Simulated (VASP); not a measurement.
Data:

```yaml
crystal:
  lattice:
    - [0.00000, 2.55999, 2.55999]
    - [2.55999, 0.00000, 2.55999]
    - [2.55999, 2.55999, 0.00000]
  atoms:
    - { symbol: Zr, position: [0.00000, 0.00000, 0.00000] }
    - { symbol: O, position: [0.25000, 0.25000, 0.25000] }
    - { symbol: O, position: [0.75000, 0.75000, 0.75000] }
```

All values below come from PBE GGA, VASP's PBE PAW potentials (set 64) (plane waves; VASP 6.6.1). Numerical set-up: 520 eV cut-off, 8×8×8 Γ-centred mesh, Gaussian smearing of 0.050 eV, potentials Zr_sv O.

### Question
Give the energy at these volumes per atom, relative to the lowest: 10.50, 10.84, 11.17, 11.51, 11.84 Å³.

### Answer
34.0, 8.3, 0.0, 6.6, 25.9 meV/atom. A third-order Birch-Murnaghan fit gives B0 = 235 GPa and B0′ = 4.2.

Measured: a 5.090 Å at 0 K (computed value off by +0.6 %), as given by Xinyuan Zhao et al., Physical review. B, Condensed matter (2002), arXiv:cond-mat/0108491 [extrapolated to 0 K from high-temperature diffraction of the cubic phase (5.27 Å at 2410 °C), as arXiv:1708.09424 says of the same reference; zero-point expansion not removed].

The compound is ZrO2 in the fluorite structure, the high-temperature cubic form, which is unstable at 0 K; the monoclinic form is the stable one. It was relaxed first.
